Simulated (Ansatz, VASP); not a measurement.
## MoCl6: VASP beside Ansatz

Aim: how closely do two programs agree when they are given the same cell, functional and k mesh? The cell is taken from a series of runs on this material, whose earlier steps may have relaxed, scaled, displaced or heated it; both programs get it as it stands.

Program: Ansatz 0.2.0. Level of theory: plane waves, with VASP 6.6.1 beside it; single point at r2SCAN with D4, single point at r2SCAN and single point at r2SCAN with rVV10. Results are calculated unless marked as measured.

## 1. Starting point

Symmetry: P-31m, No. 162, trigonal system. Conventional cell: a = 6.173 Å, b = 6.173 Å, c = 5.666 Å, α = 90.00°, β = 90.00°, γ = 120.00°. Nearest to Mo lie 6 Cl at 2.29 Å. Nearest to Cl lie 1 Mo at 2.29 Å. Farther neighbours and most contacts between anions are not listed.

## 2. VASP: single point, r2SCAN with D4

A single point gives forces, pressure and levels at one fixed geometry, so differences don't come from the geometry; what else differs is listed under the comparison.

Lines of VASP's logs that name or quote its potential files are left out, and so is its time.

File INCAR:

```
SYSTEM = MoCl6
PREC = Accurate
ENCUT = 440
EDIFF = 1E-06
NELM = 120
ISMEAR = 0
SIGMA = 0.01
LREAL = .FALSE.
ALGO = Normal
METAGGA = R2SCAN
IVDW = 13
VDW_S6 = 1
VDW_S8 = 0.6018749
VDW_A1 = 0.51559235
VDW_A2 = 5.77342911
LASPH = .TRUE.
NBANDS = 35
LORBIT = 11
LWAVE = .FALSE.
LCHARG = .FALSE.
ISIF = 2
GGA_COMPAT = .FALSE.
EFERMI = MIDGAP
LMIXTAU = .TRUE.
KPAR = 2
```

File POSCAR:

```
MoCl6
1.0
    6.1734763146      0.0000000000      0.0000000000
   -3.0867381573      5.3463873181      0.0000000000
    0.0000000000      0.0000000000      5.6659194200
Mo Cl
1 6
Direct
    0.0000000000      0.0000000000      0.5000000000
    0.3036071400      0.3036071400      0.2662879900
    0.0000000000      0.6963928600      0.2662879900
    0.6963928600      0.0000000000      0.2662879900
    0.0000000000      0.3036071400      0.7337120100
    0.3036071400      0.0000000000      0.7337120100
    0.6963928600      0.6963928600      0.7337120100
```

File KPOINTS:

```
Automatic mesh
0
Gamma
6 6 4
0 0 0
```

PAW data sets: Mo_sv and Cl (PBE family, release 64).

On the command line:

```console
mpirun -np 2 vasp_std
```

Numbers of over 12 decimals in the logs are rounded to 6 here.

Output:

```text
[banner, memory and clock lines left out]
running    2 mpi-ranks, on    1 nodes
 distrk:  each k-point on    1 cores,    2 groups
 distr:  one band on    1 cores,    1 groups

 POSCAR found type information on POSCAR MoCl
 POSCAR found :  2 types and       7 ions
|                                                                             |
|               ----> ADVICE to this user running VASP <----                  |
|                                                                             |
|     You enforced a specific xc type in the INCAR file but a different       |
|     [... a line on the potential file left out ...]
|     I HOPE YOU KNOW WHAT YOU ARE DOING!                                     |
|                                                                             |

 LDA part: xc-table for (None), standard interpolation
 POSCAR, INCAR and KPOINTS ok, starting setup
 FFT: planning ... GRIDC
 FFT: planning ... GRID_SOFT
 FFT: planning ... GRID
 WAVECAR not read
 entering main loop
       N       E                     dE             d eps       ncg     rms          rms(c)
DAV:   1     0.333350295356E+03    0.33335E+03   -0.26594E+04  1928   0.126E+03
DAV:   2    -0.630725294999E+02   -0.39642E+03   -0.38873E+03  2244   0.283E+02
DAV:   3    -0.903727876019E+02   -0.27300E+02   -0.27161E+02  1917   0.762E+01
DAV:   4    -0.907771522269E+02   -0.40436E+00   -0.40364E+00  2096   0.107E+01
DAV:   5    -0.907842422065E+02   -0.70900E-02   -0.70879E-02  2023   0.142E+00    0.305E+01
DAV:   6    -0.762451961013E+02    0.14539E+02   -0.28121E+01  1680   0.337E+01    0.146E+01
DAV:   7    -0.696087340619E+02    0.66365E+01   -0.88400E+00  1680   0.207E+01    0.641E+00
DAV:   8    -0.684532030982E+02    0.11555E+01   -0.14902E+00  1889   0.790E+00    0.325E+00
DAV:   9    -0.684237447674E+02    0.29458E-01   -0.91073E-01  1716   0.624E+00    0.253E+00
DAV:  10    -0.688131217810E+02   -0.38938E+00   -0.40508E-01  1713   0.450E+00    0.461E-01
DAV:  11    -0.688629248083E+02   -0.49803E-01   -0.42098E-02  1791   0.153E+00    0.435E-01
DAV:  12    -0.688554263359E+02    0.74985E-02   -0.42157E-02  1752   0.125E+00    0.320E-01
DAV:  13    -0.688674154136E+02   -0.11989E-01   -0.12689E-02  1755   0.853E-01    0.110E-01
DAV:  14    -0.688697840441E+02   -0.23686E-02   -0.12226E-03  1791   0.278E-01    0.542E-02
DAV:  15    -0.688698843746E+02   -0.10033E-03   -0.48881E-04  1809   0.151E-01    0.196E-02
DAV:  16    -0.688700398386E+02   -0.15546E-03   -0.10761E-04  1785   0.917E-02    0.152E-02
DAV:  17    -0.688700486096E+02   -0.87709E-05   -0.30690E-06  1949   0.125E-02    0.560E-03
DAV:  18    -0.688700472316E+02    0.13780E-05   -0.61968E-06  1788   0.210E-02    0.364E-03
DAV:  19    -0.688700525884E+02   -0.53568E-05   -0.30358E-06  1594   0.143E-02    0.893E-04
DAV:  20    -0.688700526110E+02   -0.22633E-07   -0.16018E-07  1038   0.348E-03
   1 F= -.69429613E+02 E0= -.69429613E+02  d E =0.000000E+00
```

From OUTCAR (step 2):

```text
ion  position               nearest neighbor table
   1  0.000  0.000  0.500-   2 2.29   3 2.29   5 2.29   7 2.29   6 2.29   4 2.29
   2  0.304  0.304  0.266-   1 2.29
   3  0.000  0.696  0.266-   1 2.29
   4  0.696  0.000  0.266-   1 2.29
   5  0.000  0.304  0.734-   1 2.29
   6  0.304  0.000  0.734-   1 2.29
   7  0.696  0.696  0.734-   1 2.29

  LATTYP: Found a hexagonal cell.
 ALAT       =     6.1734763146
 C/A-ratio  =     0.9177842647

 Subroutine GETGRP returns: Found 12 space group operations
 (whereof 12 operations were pure point group operations)

The static configuration has the point symmetry D_3d.

 Found     24 irreducible k-points:

   k-points           NKPTS =     24   k-points in BZ     NKDIM =     24   number of bands    NBANDS=     35

   dimension x,y,z NGX =    42 NGY =   42 NGZ =   40
   dimension x,y,z NGXF=    84 NGYF=   84 NGZF=   80

   ENCUT  =  440.0 eV  32.34 Ry    5.69 a.u.  10.56 10.56  9.69*2*pi/ulx,y,z

   NELECT =      56.0000    total number of electrons

 k-points in reciprocal lattice and weights: Automatic mesh
   0.00000000  0.00000000  0.00000000       0.007
   0.16666667  0.00000000  0.00000000       0.042
   0.33333333  0.00000000  0.00000000       0.042
   0.50000000  0.00000000  0.00000000       0.021
   0.16666667  0.16666667  0.00000000       0.042
   0.33333333  0.16666667  0.00000000       0.083
   0.33333333  0.33333333  0.00000000       0.014
   0.00000000  0.00000000  0.25000000       0.014
   0.16666667  0.00000000  0.25000000       0.083
[...]
0.33333333  0.16666667  0.50000000       0.083
   0.33333333  0.33333333  0.50000000       0.014

 average (electrostatic) potential at core
       1 -88.4147       2 -97.3766       3 -97.3766       4 -97.3766       5 -97.3766
       6 -97.3766       7 -97.3766

 E-fermi :   0.3632

 k-point     1 :       0.0000    0.0000    0.0000
  band No.  band energies     occupation
    ...
     24      -0.6077      2.00000
     25      -0.6077      2.00000
     26      -0.5013      2.00000
     27      -0.5013      2.00000
     28      -0.3848      2.00000
     29       0.9672      0.00000
     30       1.4796      0.00000
     31       1.4796      0.00000
     32       4.3146      0.00000
     33       4.3146      0.00000
    ...

 k-point     2 :       0.1667    0.0000    0.0000
  band No.  band energies     occupation
    ...
     24      -0.7783      2.00000
     25      -0.6783      2.00000
     26      -0.5810      2.00000
     27      -0.5134      2.00000
     28      -0.3593      2.00000
     29       1.0292      0.00000
     30       1.4414      0.00000
     31       1.5323      0.00000
     32       4.3364      0.00000
     33       4.3857      0.00000
    ...

 k-point     3 :       0.3333    0.0000    0.0000
  band No.  band energies     occupation
    ...
     24      -0.8712      2.00000
     25      -0.6382      2.00000
     26      -0.6039      2.00000
     27      -0.4385      2.00000
     28      -0.3994      2.00000
     29       1.0762      0.00000
     30       1.3610      0.00000
     31       1.6267      0.00000
     32       4.3647      0.00000
     33       4.5896      0.00000
    ...

  DFT-D4 for vdW energy calculation

  Edisp (eV):   -0.55956

  Total      -0.59357    -0.59357    -0.49042     0.00000    -0.00000    -0.00000
  in kB      -5.08538    -5.08538    -4.20164     0.00000    -0.00000    -0.00000
  external pressure =       -4.79 kB  Pullay stress =        0.00 kB

  energy-cutoff  :      440.00
  volume of cell :      187.01
      direct lattice vectors                 reciprocal lattice vectors
     6.173476315  0.000000000  0.000000000     0.161983289  0.093521096  0.000000000
    -3.086738157  5.346387318  0.000000000     0.000000000  0.187042191  0.000000000
     0.000000000  0.000000000  5.665919420     0.000000000  0.000000000  0.176493862

 POSITION                                       TOTAL-FORCE (eV/Angst)
 -----------------------------------------------------------------------------------
      0.00000      0.00000      2.83296         0.000000      0.000000     -0.000000
      0.93716      1.62320      1.50877         0.013545      0.023461     -0.032401
     -2.14958      3.72319      1.50877         0.013545     -0.023461     -0.032401
      4.29916      0.00000      1.50877        -0.027091      0.000000     -0.032401
     -0.93716      1.62320      4.15715        -0.013545      0.023461      0.032401
      1.87431      0.00000      4.15715         0.027091     -0.000000      0.032401
      2.14958      3.72319      4.15715        -0.013545     -0.023461      0.032401
 -----------------------------------------------------------------------------------
    total drift:                               -0.000000      0.000000      0.000000

  FREE ENERGIE OF THE ION-ELECTRON SYSTEM (eV)
  ---------------------------------------------------
  free  energy   TOTEN  =       -69.4296129270 eV

  energy  without entropy=      -69.4296129270  energy(sigma->0) =      -69.42961293

 total charge
# of ion       s       p       d       tot
------------------------------------------
    1        2.334   6.275   3.404  12.013
    2        1.622   3.503   0.000   5.125
    3        1.622   3.503   0.000   5.125
    4        1.622   3.503   0.000   5.125
    5        1.622   3.503   0.000   5.125
    6        1.622   3.503   0.000   5.125
    7        1.622   3.503   0.000   5.125
--------------------------------------------------
tot         12.065  27.296   3.404  42.764

[... 3 further parts left out ...]
```

This run has no spin polarisation, so a moment on Mo, if there is one, isn't seen.

## 3. Ansatz: single point, r2SCAN with D4

Ansatz runs on PAW files that the input asks for by source.

The same cell, functional and mesh now go to Ansatz, which takes its cutoff from its data sets.

File input.yaml:

```yaml
crystal:
  lattice:
    - [6.1734763146, 0.0, 0.0]
    - [-3.0867381573, 5.3463873181, 0.0]
    - [0.0, 0.0, 5.66591942]
  atoms:
    - { symbol: Mo, position: [0.0, 0.0, 0.5] }
    - { symbol: Cl, position: [0.30360714, 0.30360714, 0.26628799] }
    - { symbol: Cl, position: [1.0, 0.69639286, 0.26628799] }
    - { symbol: Cl, position: [0.69639286, 0.0, 0.26628799] }
    - { symbol: Cl, position: [1.0, 0.30360714, 0.73371201] }
    - { symbol: Cl, position: [0.30360714, 0.0, 0.73371201] }
    - { symbol: Cl, position: [0.69639286, 0.69639286, 0.73371201] }
kpoints:
  mp_grid: { grid: [6, 6, 4] }
hamiltonian:
  xc: r2scan
  pseudopotentials: { kind: paw, source: ansatz }
  dispersion: d4
scf:
  occupations: { method: fixed }
  n_extra_bands: 6
  lower_state_search: "off"
  convergence: { dr2_threshold: 1.0e-09 }
output:
  eigenvalues: true
```

On the command line:

```console
ansatz run input.yaml --threads 4 --pin off --max-ram 18432MiB --backend cpu --events-out ev --progress --plain --runs-dir out
```

Output:

```text
scf.n_extra_bands = 6 over 28 filled bands (N_el = 56.0): the run solves 34 bands
Engine: ansatz 0.2.0, aarch64-unknown-linux-gnu
Pseudopotentials: kind: paw
Pseudopotential: Mo, paw, valence charge 14, recommended cutoff 500 eV (normal), Mo.paw.azcp
Pseudopotential: Cl, paw, valence charge 7, recommended cutoff 660 eV (normal), Cl.paw.azcp
Functional definition: r2SCAN
  parameter k0 = 0.174
  parameter k1 = 0.065
  parameter a1 = 4.9479
  exchange = r2scan_x(k0 = k0, k1 = k1, a1 = a1)
  correlation = r2scan_c
Crystal: 7 atoms, lattice volume = 187.008 Å³
Basis set: ecut = 660 eV, 7253 PW (Γ), exchange–correlation on 216×216×192 points (64 copies of the dense FFT grid, shifted against one another)
Bands: 34, of which v1, the nominal top of the filled ones, is band 28 counted from 1 (27 counted from 0)
Symmetry: 12 space group operations
Space group: P-31m (ITA 162), of the structure as read, at distance tolerance 5.7e-5 Å
k-points: 24 of 144
Non-local potential: Mo, projectors of the file, l = 0: 3, l = 1: 3, l = 2: 2, l = 3: 2
Non-local potential: Cl, projectors of the file, l = 0: 2, l = 1: 2, l = 2: 2, l = 3: 1
PAW form: soft (Blöchl's): semilocal exchange-correlation on the pseudo side does not see the compensation charge
PAW frozen core: Mo, regenerated for the run's functional (the file was generated under x = pbe(κ = 0.804, μ = 0.219515), c = pbe(β = 0.066725))
PAW frozen core: Cl, regenerated for the run's functional (the file was generated under x = pbe(κ = 0.804, μ = 0.219515), c = pbe(β = 0.066725))
PAW one-centre angular grid: Mo, 590 points (default); XC on 203 of its mesh's 507 points in the sphere
PAW one-centre angular grid: Cl, 302 points (default); XC on 160 Gauss nodes
Initial density: superposition of atomic densities (chi_scale 0.1, normalization cell, long waves kept (reshape's long-wave potential 0.05 eV rms))
Initial wavefunctions: pseudopotential atomic-orbital guess
Functional: x = r2scan, c = r2scan; τ floored in thin density (d = 2e-4 eV/Å³)
SCF iter   1: F=-11474.720230 eV  HF=-11476.040387 eV  |F-HF|=1.32e0  |Δ(HF+E_count)|=         —  Δρ=4.74e-2  dr2=2.79e0  dr2_τ=3.48e-1  ethr=3.10e-3  ⟨swp⟩=5.9  Hψ=3643  notcnv=0  defer=83
preconditioner: auto → Resta (q_TF=auto, 2.232 Å⁻¹)  ε∞=5.3  [insulator: Δε(μ)=1.147 eV  Ē_g=9.072 eV  n_scr=28 (ndim 8)  ℏωp=18.8 eV  f_vac=0.047  ε∞_Penn≈5.3]
SCF iter   2: F=-11475.499174 eV  HF=-11475.695876 eV  |F-HF|=1.97e-1  |Δ(HF+E_count)|=   3.45e-1  Δρ=2.50e-2  dr2=6.33e-1  dr2_τ=3.31e-2  ethr=3.10e-3  ⟨swp⟩=3.0  Hψ=1794  notcnv=0  defer=73
SCF iter   3: F=-11475.584963 eV  HF=-11475.670904 eV  |F-HF|=8.59e-2  |Δ(HF+E_count)|=   2.50e-2  Δρ=5.38e-3  dr2=1.07e-1  dr2_τ=2.38e-2  ethr=1.13e-3  ⟨swp⟩=3.2  Hψ=1731  notcnv=0  defer=88
SCF iter   4: F=-11475.627985 eV  HF=-11475.668466 eV  |F-HF|=4.05e-2  |Δ(HF+E_count)|=   2.44e-3  Δρ=3.88e-3  dr2=5.32e-2  dr2_τ=1.04e-2  ethr=1.90e-4  ⟨swp⟩=3.2  Hψ=1414  notcnv=0  defer=90
SCF iter   5: F=-11475.660456 eV  HF=-11475.664901 eV  |F-HF|=4.45e-3  |Δ(HF+E_count)|=   3.56e-3  Δρ=1.54e-3  dr2=7.60e-3  dr2_τ=1.46e-4  ethr=9.49e-5  ⟨swp⟩=2.3  Hψ=1145  notcnv=0  defer=94
SCF iter   6: F=-11475.664503 eV  HF=-11475.664841 eV  |F-HF|=3.38e-4  |Δ(HF+E_count)|=   5.96e-5  Δρ=4.20e-4  dr2=6.07e-4  dr2_τ=1.22e-5  ethr=1.36e-5  ⟨swp⟩=3.0  Hψ=1007  notcnv=0  defer=93
SCF iter   7: F=-11475.664848 eV  HF=-11475.664846 eV  |F-HF|=2.55e-6  |Δ(HF+E_count)|=   4.54e-6  Δρ=5.07e-5  dr2=7.41e-6  dr2_τ=6.23e-7  ethr=1.08e-6  ⟨swp⟩=2.5  Hψ=1490  notcnv=0  defer=93
SCF iter   8: F=-11475.664848 eV  HF=-11475.664848 eV  |F-HF|=1.72e-8  |Δ(HF+E_count)|=   1.81e-6  Δρ=1.08e-5  dr2=4.87e-7  dr2_τ=2.56e-8  ethr=1.32e-8  ⟨swp⟩=2.0  Hψ=1319  notcnv=0  defer=26
SCF iter   9: F=-11475.664887 eV  HF=-11475.664887 eV  |F-HF|=1.19e-8  |Δ(HF+E_count)|=   3.98e-5  Δρ=2.79e-6  dr2=2.10e-8  dr2_τ=1.69e-9  ethr=8.70e-10  ⟨swp⟩=2.2  Hψ=1376  notcnv=0  defer=24
SCF iter  10: F=-11475.664887 eV  HF=-11475.664887 eV  |F-HF|=3.35e-10  |Δ(HF+E_count)|=   1.63e-8  Δρ=6.55e-7  dr2=1.19e-9  dr2_τ=1.37e-10  ethr=3.75e-11  ⟨swp⟩=2.0  Hψ=1368  notcnv=0  defer=24
SCF iter  11: F=-11475.664887 eV  HF=-11475.664887 eV  |F-HF|=3.82e-11  |Δ(HF+E_count)|=  3.82e-11  Δρ=1.58e-7  dr2=6.24e-11  dr2_τ=1.16e-11  ethr=1.79e-12  ⟨swp⟩=15.7  Hψ=3810  notcnv=0
SCF 1 converged in 11 iterations: F = -11475.664887 eV  dr2 = 6.24e-11
  greatest PAW one-centre occupation: 0.987 electrons in one spin orbital (limit 2), on the Mo atom at site 0 (counted from 0), in its partial waves of l = 0
SCF converged after 11 iterations
Free energy (F): -11475.664887 eV
Harris-Foulkes:  -11475.664887 eV  (|F-HF|=3.82e-11)
Internal energy: -11475.664887 eV  (E = F + TS)
E sigma→0 (E₀):  -11475.664887 eV
Fermi energy:    1.478141 eV
--- Per-component energies (eV) ---
  E_band       = -510.123174
  E_kinetic    = 1497.889044
  E_local      = -4152.351158  (includes V_loc(G=0)·N_el)
  E_nonlocal   = 548.052663
  E_hartree    = 1343.206420
  E_xc         = -1023.669941
  E_vxc        = -1122.373701  (∫ρ·V_xc dr)
  E_paw        = -6977.072524  (= ΣΔE_a)
  E_vpaw       = -27.511251  (= ΣTr[D̂ρ^β])
  E_aug_tail   = 0.000086  (compensation charges beyond the density's cutoff)
  E_vtau       = 59.758103  (kinetic-family band-sum trace: ∫τ·v_τ [+ j·A + Jᵃ·Aᵃ] dr)
  E_ewald      = -2710.118889
  E_disp       = -0.560348  (pairwise vdW)
  E_core_change = -1.040240  (= ΣΔE_core)
  E_smearing   = -0.000000  (= −TS)
  E_closure    = 0.000000  (closes the sum)
  Σ components = -11475.664887   (vs F -11475.664887, Δ=0.00e0)
--- Band table (eV; the first three rows and the last of 24) ---
  k-point 0: bands = [... 24 lower, 1.1104, 1.2130, 1.2130, 1.3295, 2.6664, 3.1809, 3.1809, 6.0141, ... 2 higher]
  k-point 1: bands = [... 24 lower, 1.1436, 1.1436, 1.2522, 1.2522, 2.8928, 3.0995, 3.0995, 6.2132, ... 2 higher]
  k-point 2: bands = [... 24 lower, 1.1299, 1.1299, 1.1842, 1.1842, 3.0099, 3.0099, 3.0250, 6.4330, ... 2 higher]
  k-point 23: bands = [... 24 lower, 0.7181, 1.2136, 1.2136, 1.3785, 3.0973, 3.0973, 3.1153, 5.9818, ... 2 higher]
```

## 4. Side by side

Known differences besides the potentials themselves: VASP keeps PBE cores, Ansatz makes them for the functional; fixed occupations in Ansatz, narrow Gaussian smearing in VASP; the cutoff is 660 eV in Ansatz and 440 eV in VASP. Total energies have different zeros and are not compared.

Compared:

```tsv
quantity	Ansatz	VASP	difference
gap on the k mesh (eV)	1.188	1.208	-0.020
```

A gap on the mesh is an upper bound, since the band edges may lie between its points.

## 5. Ansatz: single point, r2SCAN

A single point gives forces, pressure and levels at one fixed geometry, so differences don't come from the geometry; what else differs is listed under the comparison. The cell compared in this pair holds 196.91 Å³, against 187.01 Å³ for the pair before.

The cell is taken from a series of runs on this material, whose earlier steps may have relaxed, scaled, displaced or heated it; both programs get it as it stands.

input.yaml, the sections that differ from step 3:

```yaml
crystal:
  lattice:
    - [6.1734763146, 0.0, 0.0]
    - [-3.0867381573, 5.3463873181, 0.0]
    - [0.0, 0.0, 5.96591942]
  atoms:
    - { symbol: Mo, position: [0.0, 0.0, 0.5] }
    - { symbol: Cl, position: [0.30360714, 0.30360714, 0.278040345] }
    - { symbol: Cl, position: [1.0, 0.69639286, 0.278040345] }
    - { symbol: Cl, position: [0.69639286, 0.0, 0.278040345] }
    - { symbol: Cl, position: [1.0, 0.30360714, 0.721959655] }
    - { symbol: Cl, position: [0.30360714, 0.0, 0.721959655] }
    - { symbol: Cl, position: [0.69639286, 0.69639286, 0.721959655] }
hamiltonian:
  xc: r2scan
  pseudopotentials: { kind: paw, source: ansatz }
# kpoints, scf, output: as in step 3
```

Output:

```text
[...]
Crystal: 7 atoms, lattice volume = 196.910 Å³
Basis set: ecut = 660 eV, 7591 PW (Γ), exchange–correlation on 216×216×200 points (64 copies of the dense FFT grid, shifted against one another)
Bands: 34, of which v1, the nominal top of the filled ones, is band 28 counted from 1 (27 counted from 0)
Symmetry: 12 space group operations
[...]
k-points: 24 of 144
[...]
--- Band table (eV; the first three rows and the last of 24) ---
  k-point 0: bands = [... 24 lower, 0.6732, 0.6732, 0.7233, 0.7233, 2.2005, 2.6468, 2.6468, 5.5823, ... 2 higher]
  k-point 1: bands = [... 24 lower, 0.6866, 0.6866, 0.7365, 0.7365, 2.3664, 2.5906, 2.5906, 5.7230, ... 2 higher]
  k-point 2: bands = [... 24 lower, 0.6790, 0.6790, 0.7036, 0.7036, 2.4775, 2.5305, 2.5305, 5.8758, ... 2 higher]
  k-point 23: bands = [... 24 lower, 0.2313, 0.7102, 0.7102, 0.8991, 2.5765, 2.5765, 2.5998, 5.5326, ... 2 higher]
[key lines of the parts left out:]
SCF converged after 11 iterations
Free energy (F): -11475.081646 eV
Fermi energy:    0.955701 eV
```

(Continued in part 2 of 2.)

[Lines on the potential files, build, host, timing and source positions are cut from VASP's logs without a mark.]

[Logs are printed without paths, hosts, clocks, repeated set-up lines and the standing remarks that a program may print on its own settings, such as how far it seeks lower states.]

[Hosts, paths, dates, database ids (printed as entryN), source tags and the programs' standing remarks are cut or masked in the printed files.]
